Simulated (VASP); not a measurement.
An input for Ansatz (written as the equivalent of a VASP run, and not itself run):

Ansatz 0.2 input:
```yaml
crystal:
  lattice:
    - [1.4265430, 0.8236148, 5.9679639]
    - [-1.4265430, 0.8236148, 5.9679639]
    - [0.0000000, -1.6472297, 5.9679639]
  atoms:
    - { symbol: Pt, position: [0.0000000, 0.0000000, 0.0000000] }
    - { symbol: Co, position: [0.5000000, 0.5000000, 0.5000000] }
    - { symbol: O, position: [0.1121674, 0.1121674, 0.1121674] }
    - { symbol: O, position: [0.8878326, 0.8878326, 0.8878326] }
kpoints:
  mp_grid: { grid: [11, 11, 11] }
hamiltonian:
  xc: pbe
  pseudopotentials: { kind: paw }
scf:
  occupations: { method: methfessel_paxton, width: 0.1 }
  max_iter: 100
relax:
  max_steps: 60
  f_tol: 0.02
  cell: {}
output: { forces: true, stress: true, eigenvalues: true }
```

**Question.** Translate this input to VASP (INCAR, KPOINTS, POSCAR, choice of POTCAR).

**Answer.** This is not unique; one that fits is 
### KPOINTS
```
Automatic mesh
0
Gamma
11 11 11
0 0 0
```

POSCAR:
```
CoPtO2
1
    1.4265429653     0.8236148472     5.9679639427
   -1.4265429653     0.8236148472     5.9679639427
    0.0000000000    -1.6472296943     5.9679639427
Pt Co O
1 1 2
Direct
  0.0000000000   0.0000000000   0.0000000000
  0.5000000000   0.5000000000   0.5000000000
  0.1121673808   0.1121673808   0.1121673808
  0.8878326192   0.8878326192   0.8878326192
```

**INCAR**
```
! general
SYSTEM =CoPtO2
PREC   =Accurate
ENCUT  =500   ! plane-wave cut-off (eV)
LREAL  =F
LASPH  =T   ! aspherical one-centre terms

! electronic loop
EDIFF  =1E-6   ! SCF stop (eV)
NELM   =100
ALGO   =Normal   ! blocked Davidson
LMAXMIX=6

! smearing
ISMEAR =1   ! Methfessel-Paxton
SIGMA  =0.1   ! width (eV)

! functional
GGA    =PE   ! PBE

! ions
IBRION =2
NSW    =60   ! most ionic steps
ISIF   =3   ! ions, shape and volume
EDIFFG =-0.02

! output
LWAVE  =F
LCHARG =F
```

POTCAR, in this order: Pt Co O (PBE.64 set). Program: vasp_std.

The two are equivalent in intent, not identical: each code has its own PAW files, so the cut-off isn't converted (ENCUT is set for VASP's; basis.ecutwfc is left out, and Ansatz then takes the one that its files recommend); Ansatz stops its SCF on the density residual and VASP on the energy change (EDIFF).

The structure was generated: CoPtO2 was put into the delafossite type (R-3m), which need not be its known phase. This run relaxes it. Symmetry was kept, so distortions that lower it aren't found. The start is the result of an earlier pass.
